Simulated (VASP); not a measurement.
Computed with PBE GGA, VASP's PBE PAW potentials (set 64) (plane waves; VASP 6.6.1).

A VASP calculation is set up with these files.

### INCAR
```
ENCUT = 400
LREAL = F   ! projection in real space or not
LCHARG = F
LASPH = T
GGA = PE
NELM = 100
ISMEAR = 0   ! Gaussian
SYSTEM = PtSe2
LMAXMIX = 6
SIGMA = 0.05
EDIFF = 1E-8
ALGO = Normal   ! blocked Davidson
LWAVE = F
ISIF = 2   ! forces and stress, cell fixed
PREC = Accurate
```

File POSCAR:
```
PtSe2
1
    1.8650000000    -3.2302750000     0.0000000000
    1.8650000000     3.2302750000     0.0000000000
    0.0000000000     0.0000000000     5.0800000000
Pt Se
1 2
Direct
  0.0000000000   0.0000000000   0.0000000000
  0.3333330000   0.6666670000   0.2550000000
  0.6666670000   0.3333330000   0.7450000000
```

KPOINTS:
```
kpoints
0
gamma
6 6 4
0 0 0
```

POTCAR, in this order: Pt Se (PBE.64 set). Program: vasp_std.

Unless said otherwise, spin-orbit coupling is left out, though it shifts the bands of the heavy elements here.

Question: Predict the energy per atom (σ→0), pressure, largest force, band gap (on the k-mesh).

Answer: 
* **energy per atom (σ→0)**: -4.739 eV/atom
* **band gap (on the k-mesh)**: none (metal, semimetal or under 0.01 eV)
* **pressure**: 4.76 GPa
* **largest force**: 0.203 eV/Å

### OSZICAR
```
...
DAV:  11    -0.142186655377E+02   -0.32996E-05   -0.17316E-04   881   0.137E-01    0.168E-02
DAV:  12    -0.142186653425E+02    0.19519E-06   -0.25847E-05   804   0.434E-02    0.660E-03
DAV:  13    -0.142186661589E+02   -0.81645E-06   -0.19884E-06   937   0.116E-02    0.309E-03
DAV:  14    -0.142186661479E+02    0.11062E-07   -0.24865E-07   862   0.511E-03    0.165E-03
DAV:  15    -0.142186662042E+02   -0.56377E-07   -0.12122E-07   846   0.246E-03    0.478E-04
DAV:  16    -0.142186662283E+02   -0.24106E-07   -0.10820E-08   577   0.894E-04    0.133E-04
DAV:  17    -0.142186662304E+02   -0.20500E-08   -0.17431E-09   402   0.296E-04
   1 F= -.14218666E+02 E0= -.14217357E+02  d E =-.261809E-02
```

The compound is PtSe2 in the 1T layered structure. The cell was not relaxed at this level. The k-mesh is coarse (spacing up to 0.32 per Å, 2π included), so the numbers may not be converged in it. The run is one of a series of settings (EDIFF = 1E-8 against the base run), some of them coarse on purpose.
